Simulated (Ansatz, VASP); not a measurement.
**Ba2VReO6: VASP beside Ansatz**

```
CELL_PARAMETERS angstrom
0.00000 4.07876 4.07876
4.07876 0.00000 4.07876
4.07876 4.07876 0.00000
ATOMIC_POSITIONS crystal
Re 0.00000 0.00000 0.00000
V 0.50000 0.50000 0.50000
O 0.75000 0.25000 0.25000
O 0.25000 0.75000 0.25000
O 0.25000 0.75000 0.75000
O 0.75000 0.25000 0.75000
O 0.25000 0.25000 0.75000
O 0.75000 0.75000 0.25000
Ba 0.25000 0.25000 0.25000
Ba 0.75000 0.75000 0.75000
```

The cell was built by a generator and needn't be a form met in nature.

Alike in both runs: task single point; functional r2SCAN; k mesh 4 × 4 × 4; no spin polarisation.

|  | VASP | Ansatz |
| --- | --- | --- |
| version | VASP 6.6.1 | Ansatz 0.2.0 |
| potentials or method | VASP PAW PBE potentials, release 64 (Re, V_sv, O, Ba_sv) | PAW plane waves |
| plane-wave cutoff (eV) | 520 | 500 |
| occupations | fermi-dirac, width 0.1 eV | fermi-dirac |
| valence electrons in the cell | 76 | 84 |

```tsv
	VASP	Ansatz	Ansatz less VASP
gap on the k mesh at the Fermi level (eV)	none	none	-
pressure (GPa)	-10.7	-13.0	-2.34
rms of the force components (eV/Å)	0.023	0.088	+0.0647
```

A gap of «none» marks a metal or a gap that the smearing closes. One of these differences is far larger than is usual between the two programs; its cause wasn't traced. The two sets of potentials don't hold the same shells in valence.

Caveats: the PAW data sets were made with another functional, which shifts forces and pressure a little (VASP); the run has no spin polarisation, though such a crystal can be magnetic; semilocal functionals often make such compounds metallic where correlation or magnetic order opens a gap, which also shifts bond lengths. Spin-orbit coupling is left out, which matters for the levels of Ba, Re.
